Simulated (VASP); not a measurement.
Ga6Si: single point with PBE

Ga6Si:

```
Ga Si
1.0
     6.03096    0.00000    0.00000
     0.00000    6.03096    0.00000
     0.00000    0.00000    6.03096
Ga Si
6 1
Direct
  0.50000 0.50000 0.19386
  0.50000 0.50000 0.80614
  0.19386 0.50000 0.50000
  0.80614 0.50000 0.50000
  0.50000 0.19386 0.50000
  0.50000 0.80614 0.50000
  0.00000 0.00000 0.00000
```

The cell was built by a generator and needn't be a form met in nature.

The cell isn't the ideal one: species swapped into the CaB6 type (Pm-3m, No. 221).

```
Program             : VASP 6.6.1
Task                : single point
Functional          : PBE
Potentials or basis : VASP PAW PBE potentials, release 64 (Ga_d, Si)
Cutoff              : 520 eV
k mesh              : 6 × 6 × 6
Occupations         : gaussian, width 0.1 eV
Spin                : no spin polarisation
```

The pressure is 0.1 GPa, the largest force is 0.004 eV/Å and the band gap on the k mesh is none (metal or under the smearing width).

Forces on the atoms (eV/Å):
```
Ga   0.000  0.000 -0.004
Ga   0.000  0.000  0.004
Ga  -0.004  0.000  0.000
Ga   0.004  0.000  0.000
Ga   0.000 -0.004  0.000
Ga   0.000  0.004  0.000
Si   0.000  0.000  0.000
```

Levels at points of the mesh, in eV from the Fermi level:
```tsv
k point	band 37	band 38	band 39	band 40	band 41	band 42	band 43	band 44	band 45	band 46
(0.00, 0.00, 0.00)	-4.87	-3.05	0.03	0.03	0.03	0.70	0.70	0.70	2.12	2.12
(0.50, 0.00, 0.00)	-3.97	-1.04	-1.04	-0.68	0.06	0.77	0.80	0.80	1.43	1.87
(0.50, 0.50, 0.00)	-1.43	-0.62	-0.62	-0.60	-0.60	-0.02	-0.02	0.04	0.88	2.56
(0.50, 0.50, 0.50)	-2.06	-2.06	-0.12	-0.12	-0.12	0.93	0.93	0.99	0.99	0.99
```

Wall time 2.6 min on 1 thread of Intel(R) Xeon(R) 6975P-C (Granite Rapids), on a shared host, peak memory 0.39 GiB.
